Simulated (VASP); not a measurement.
Output of a VASP run:

### OSZICAR
```
       N       E                     dE             d eps       ncg     rms          rms(c)
DAV:   1     0.190339595558E+02    0.19034E+02   -0.42070E+03    18   0.571E+02
DAV:   2    -0.115345007164E+02   -0.30568E+02   -0.29966E+02    19   0.157E+02
DAV:   3    -0.120142724220E+02   -0.47977E+00   -0.35265E+00    34   0.163E+01
DAV:   4    -0.120195142157E+02   -0.52418E-02   -0.51533E-02    18   0.684E-01
DAV:   5    -0.120195940494E+02   -0.79834E-04   -0.79800E-04    26   0.389E-02    0.321E+01
DAV:   6    -0.118885242358E+02    0.13107E+00   -0.26581E-01    18   0.551E+00    0.173E+01
DAV:   7    -0.119246029813E+02   -0.36079E-01   -0.27048E-01    18   0.537E+00    0.845E-01
DAV:   8    -0.119300166113E+02   -0.54136E-02   -0.19666E-02    18   0.175E+00    0.156E-01
DAV:   9    -0.119300151865E+02    0.14248E-05   -0.30069E-04    18   0.196E-01    0.586E-02
DAV:  10    -0.119300692168E+02   -0.54030E-04   -0.29948E-05    26   0.681E-02    0.417E-03
DAV:  11    -0.119300691863E+02    0.30494E-07   -0.18522E-07     9   0.480E-03
   1 F= -.11930069E+02 E0= -.11785905E+02  d E =-.288328E+00
```

**OUTCAR**
```
------------------------ aborting loop because EDIFF is reached ----------------------------------------
  FORCE on cell =-STRESS in cart. coord.  units (eV):
  Direction    XX          YY          ZZ          XY          YZ          ZX
  --------------------------------------------------------------------------------------
  Total      -11.4120026    -11.4120026    -11.4120026      0.0000000      0.0000000     -0.0000000
  in kB     -998.8742561   -998.8742561   -998.8742561      0.0000000      0.0000000     -0.0000000
  external PRESSURE =    -998.8742561 kB  Pullay stress =       0.0000000 kB
  volume of cell :       18.30
      direct lattice vectors                 reciprocal lattice vectors
    -1.660226000  1.660226000  1.660226000     0.000000000  0.301163817  0.301163817
     1.660226000 -1.660226000  1.660226000     0.301163817  0.000000000  0.301163817
     1.660226000  1.660226000 -1.660226000     0.301163817  0.301163817  0.000000000
 POSITION                                       TOTAL-FORCE (eV/Angst)
 -----------------------------------------------------------------------------------
      0.00000      0.00000      0.00000         0.000000      0.000000     -0.000000
 -----------------------------------------------------------------------------------
    total drift:                               -0.000000     -0.000000      0.000000
  FREE ENERGIE OF THE ION-ELECTRON SYSTEM (eV)
  ---------------------------------------------------
  free  energy   TOTEN  =       -11.9300691863 eV

  energy  without entropy=      -11.6417416352  energy(sigma->0) =      -11.78590541
```
(Selected blocks of OUTCAR.)

### POSCAR
```
Ta
1
   -1.6602260000     1.6602260000     1.6602260000
    1.6602260000    -1.6602260000     1.6602260000
    1.6602260000     1.6602260000    -1.6602260000
Ta
1
Direct
  0.0000000000   0.0000000000   0.0000000000
```

Question: Write an INCAR and KPOINTS that could have produced this output.

Answer: Several could match; the one computed here: the input of the run itself, PBE GGA, plane waves, VASP's PBE PAW potentials (set 64).

### INCAR
```
SYSTEM = Ta
PREC = Accurate; ENCUT = 180; LREAL = .FALSE.
LASPH = .TRUE.
EDIFF = 1E-6; NELM = 100; ALGO = Normal
LMAXMIX = 6
ISMEAR = 0; SIGMA = 0.272
GGA = PE
ISIF = 2
LWAVE = .FALSE.; LCHARG = .FALSE.
```

### KPOINTS
```
Automatic mesh
0
Gamma
1 1 1
0.5 0.5 0.5
```

POTCAR, in this order: Ta_pv (PBE.64 set). Program: vasp_std.

At this cut-off the stress carries a Pulay error, which pulls relaxed volumes low.

The structure comes from a computed database's Ta entry; how it stands against other phases isn't given here. The cell was not relaxed at this level. The k-mesh is coarse (spacing up to 2.68 per Å, 2π included), so the numbers may not be converged in it. The run is one of a series of settings (ENCUT = 180, ISMEAR = 0, SIGMA = 0.272, KPOINTS 1×1×1 Γ-centred mesh shifted by (0.5, 0.5, 0.5) against the base run), some of them coarse on purpose.
